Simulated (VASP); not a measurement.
Given:

```
PbS
1.0
    0.00000     3.02318     3.02318
    3.02318     0.00000     3.02318
    3.02318     3.02318     0.00000
Pb S
1 1
Cartesian
  0.00000   0.00000   0.00000
  3.02318   3.02318   3.02318
```

Level of theory: PBE GGA with D3 dispersion (Becke-Johnson damping), VASP's PBE PAW potentials (set 64) (plane waves; VASP). Settings: 520 eV cut-off, 8×8×8 Γ-centred mesh, Gaussian smearing of 0.050 eV, potentials Pb_d S.

Give the stress tensor in GPa (positive for a compressed cell).

```
-2.89   0.00   0.00
 0.00  -2.89   0.00
 0.00   0.00  -2.89
```
The pressure is its mean diagonal, -2.89 GPa.

The compound is PbS in the rock salt structure. This cell is one point of a volume scan, at 1.06 of the reference volume.
